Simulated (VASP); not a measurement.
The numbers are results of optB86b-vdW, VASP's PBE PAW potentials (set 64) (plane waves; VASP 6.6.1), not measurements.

The input files of a VASP run:

### KPOINTS
```
K-points
0
gamma
 6 6 3
```

### POSCAR
```
CdSe
1
    2.1320593240    -3.6928348338     0.0000000000
    2.1320593240     3.6928348338     0.0000000000
    0.0000000000     0.0000000000     6.9497010390
Cd Se
2 2
Direct
  0.6666670000   0.3333330000   0.5000500921
  0.3333330000   0.6666670000   0.0000500921
  0.6666670000   0.3333330000   0.8759499079
  0.3333330000   0.6666670000   0.3759499079
```

**INCAR**
```
SYSTEM = CdSe
PREC = Accurate; ENCUT = 520; LREAL = F
LASPH = T
EDIFF = 1E-7; NELM = 100; ALGO = Normal
LMAXMIX = 4
ISMEAR = 0; SIGMA = 0.05
GGA = MK; LUSE_VDW = T; AGGAC = 0.0
PARAM1 = 0.1234; PARAM2 = 1.0
IBRION = 2; NSW = 30; ISIF = 4
EDIFFG = -0.01
LWAVE = F; LCHARG = F
```

POTCAR, in this order: Cd Se (PBE.64 set). Program: vasp_std.

The resulting files:

File OSZICAR:
```
       N       E                     dE             d eps       ncg     rms          rms(c)
DAV:   1     0.256111093679E+03    0.25611E+03   -0.17414E+04   616   0.148E+03
DAV:   2     0.117035941335E+02   -0.24441E+03   -0.23791E+03   676   0.354E+02
DAV:   3    -0.191551403614E+01   -0.13619E+02   -0.13578E+02   748   0.817E+01
DAV:   4    -0.203845301238E+01   -0.12294E+00   -0.12289E+00   670   0.766E+00
DAV:   5    -0.203941873026E+01   -0.96572E-03   -0.96568E-03   748   0.637E-01    0.948E+00
DAV:   6    -0.131678279697E+01    0.72264E+00   -0.16882E+00   758   0.136E+01    0.729E+00
DAV:   7    -0.128769304156E+01    0.29090E-01   -0.64994E-01   682   0.455E+00    0.267E+00
DAV:   8    -0.128364291029E+01    0.40501E-02   -0.80490E-02   652   0.321E+00    0.396E-01
DAV:   9    -0.128332862658E+01    0.31428E-03   -0.10776E-02   736   0.137E+00    0.142E-01
DAV:  10    -0.128335609624E+01   -0.27470E-04   -0.10135E-03   676   0.407E-01    0.720E-02
DAV:  11    -0.128341028071E+01   -0.54184E-04   -0.14755E-04   652   0.895E-02    0.189E-02
DAV:  12    -0.128340625856E+01    0.40221E-05   -0.54674E-05   800   0.824E-02    0.850E-03
DAV:  13    -0.128340631828E+01   -0.59716E-07   -0.83284E-06   646   0.319E-02    0.337E-03
DAV:  14    -0.128340644838E+01   -0.13010E-06   -0.48430E-07   660   0.347E-03    0.149E-03
DAV:  15    -0.128340656949E+01   -0.12111E-06   -0.36295E-08   428   0.178E-03    0.479E-04
DAV:  16    -0.128340658590E+01   -0.16407E-07   -0.11745E-08   428   0.758E-04
   1 F= -.12834066E+01 E0= -.12834066E+01  d E =-.128341E+01
       N       E                     dE             d eps       ncg     rms          rms(c)
DAV:   1    -0.128383226587E+01   -0.42570E-03   -0.17917E-02   628   0.974E-01    0.946E-02
DAV:   2    -0.128359981882E+01    0.23245E-03   -0.32970E-04   718   0.186E-01    0.505E-02
DAV:   3    -0.128349359012E+01    0.10623E-03   -0.21233E-04   688   0.117E-01    0.163E-02
DAV:   4    -0.128349335027E+01    0.23985E-06   -0.26067E-05   676   0.468E-02    0.889E-03
DAV:   5    -0.128349295610E+01    0.39417E-06   -0.81012E-07   724   0.801E-03    0.342E-03
DAV:   6    -0.128349298971E+01   -0.33610E-07   -0.23282E-07   574   0.337E-03
   2 F= -.12834930E+01 E0= -.12834930E+01  d E =-.864038E-04
       N       E                     dE             d eps       ncg     rms          rms(c)
DAV:   1    -0.128374062528E+01   -0.24767E-03   -0.11923E-02   616   0.794E-01    0.772E-02
DAV:   2    -0.128358548110E+01    0.15514E-03   -0.22063E-04   718   0.152E-01    0.412E-02
DAV:   3    -0.128351468229E+01    0.70799E-04   -0.14200E-04   706   0.952E-02    0.133E-02
DAV:   4    -0.128351450524E+01    0.17704E-06   -0.17364E-05   658   0.382E-02    0.725E-03
DAV:   5    -0.128351424525E+01    0.25999E-06   -0.54410E-07   736   0.654E-03    0.279E-03
DAV:   6    -0.128351426733E+01   -0.22085E-07   -0.14435E-07   382   0.275E-03
   3 F= -.12835143E+01 E0= -.12835143E+01  d E =-.107681E-03
       N       E                     dE             d eps       ncg     rms          rms(c)
DAV:   1    -0.128362340401E+01   -0.10916E-03   -0.16653E-02   616   0.851E-01    0.378E-02
DAV:   2    -0.128359414935E+01    0.29255E-04   -0.15355E-04   726   0.105E-01    0.213E-02
DAV:   3    -0.128357740720E+01    0.16742E-04   -0.23362E-05   688   0.383E-02    0.773E-03
DAV:   4    -0.128357629469E+01    0.11125E-05   -0.42233E-06   742   0.166E-02    0.420E-03
DAV:   5    -0.128357626891E+01    0.25781E-07   -0.27425E-07   510   0.342E-03
   4 F= -.12835763E+01 E0= -.12835763E+01  d E =-.620016E-04
       N       E                     dE             d eps       ncg     rms          rms(c)
DAV:   1    -0.128412310939E+01   -0.54681E-03   -0.14987E-01   616   0.255E+00    0.113E-01
DAV:   2    -0.128386123884E+01    0.26187E-03   -0.13759E-03   720   0.315E-01    0.638E-02
DAV:   3    -0.128371141402E+01    0.14982E-03   -0.20974E-04   700   0.115E-01    0.232E-02
DAV:   4    -0.128370170555E+01    0.97085E-05   -0.37792E-05   736   0.497E-02    0.126E-02
DAV:   5    -0.128370148622E+01    0.21934E-06   -0.24994E-06   628   0.102E-02    0.467E-03
DAV:   6    -0.128370145382E+01    0.32396E-07   -0.46568E-07   694   0.524E-03
   5 F= -.12837015E+01 E0= -.12837015E+01  d E =-.187186E-03
       N       E                     dE             d eps       ncg     rms          rms(c)
DAV:   1    -0.128535487137E+01   -0.16534E-02   -0.59977E-01   616   0.510E+00    0.226E-01
DAV:   2    -0.128430905746E+01    0.10458E-02   -0.55201E-03   720   0.631E-01    0.128E-01
DAV:   3    -0.128371110052E+01    0.59796E-03   -0.84076E-04   700   0.229E-01    0.465E-02
DAV:   4    -0.128367267754E+01    0.38423E-04   -0.15115E-04   736   0.994E-02    0.253E-02
DAV:   5    -0.128367177389E+01    0.90365E-06   -0.10115E-05   634   0.206E-02    0.935E-03
DAV:   6    -0.128367168281E+01    0.91082E-07   -0.18912E-06   706   0.106E-02    0.222E-03
DAV:   7    -0.128367171752E+01   -0.34705E-07   -0.13797E-07   386   0.473E-03
   6 F= -.12836717E+01 E0= -.12836717E+01  d E =-.157450E-03
       N       E                     dE             d eps       ncg     rms          rms(c)
DAV:   1    -0.128428879938E+01   -0.61712E-03   -0.19829E-01   616   0.294E+00    0.130E-01
DAV:   2    -0.128394456774E+01    0.34423E-03   -0.18187E-03   720   0.362E-01    0.736E-02
DAV:   3    -0.128374840460E+01    0.19616E-03   -0.27116E-04   700   0.130E-01    0.269E-02
DAV:   4    -0.128373526940E+01    0.13135E-04   -0.49710E-05   736   0.570E-02    0.144E-02
DAV:   5    -0.128373500396E+01    0.26543E-06   -0.33640E-06   640   0.120E-02    0.528E-03
DAV:   6    -0.128373500785E+01   -0.38804E-08   -0.59226E-07   700   0.590E-03
   7 F= -.12837350E+01 E0= -.12837350E+01  d E =-.220741E-03
```

### OUTCAR
```
------------------------ aborting loop because EDIFF is reached ----------------------------------------
  FORCE on cell =-STRESS in cart. coord.  units (eV):
  Direction    XX          YY          ZZ          XY          YZ          ZX
  --------------------------------------------------------------------------------------
  Total        2.3543610      2.3543605      2.3519609      0.0000000     -0.0000000     -0.0000000
  in kB       34.4689735     34.4689667     34.4338353      0.0000000     -0.0000000     -0.0000000
  external PRESSURE =      34.4572585 kB  Pullay stress =       0.0000000 kB
  volume of cell :      109.43
      direct lattice vectors                 reciprocal lattice vectors
     2.127605781 -3.685120944 -0.000000000     0.235005942 -0.135680757  0.000000000
     2.127605781  3.685120944  0.000000000     0.235005942  0.135680757  0.000000000
    -0.000000000  0.000000000  6.978826213     0.000000000 -0.000000000  0.143290572
  FREE ENERGIE OF THE ION-ELECTRON SYSTEM (eV)
  ---------------------------------------------------
  free  energy   TOTEN  =        -1.2837350078 eV

  energy  without entropy=       -1.2837350078  energy(sigma->0) =       -1.28373501

 reached required accuracy - stopping structural energy minimisation
```
(Selected blocks of OUTCAR.)

**CONTCAR**
```
CdSe
   1.00000000000000
     2.1276057805200321   -3.6851209438370915   -0.0000000000000000
     2.1276057805200321    3.6851209438370915    0.0000000000000000
    -0.0000000000000000    0.0000000000000000    6.9788262134488974
  Cd              Se
     2     2
Direct
     0.6666669999999968    0.3333330000000032    0.5009113346798577
     0.3333330000000032    0.6666669999999968    0.0009113346798577
     0.6666669999999968    0.3333330000000032    0.8750886653201400
     0.3333330000000032    0.6666669999999968    0.3750886653201401
```

The compound is CdSe in the wurtzite structure. This cell is one point of a volume scan, at 0.94 of the reference volume. Symmetry was kept, so distortions that lower it aren't found.
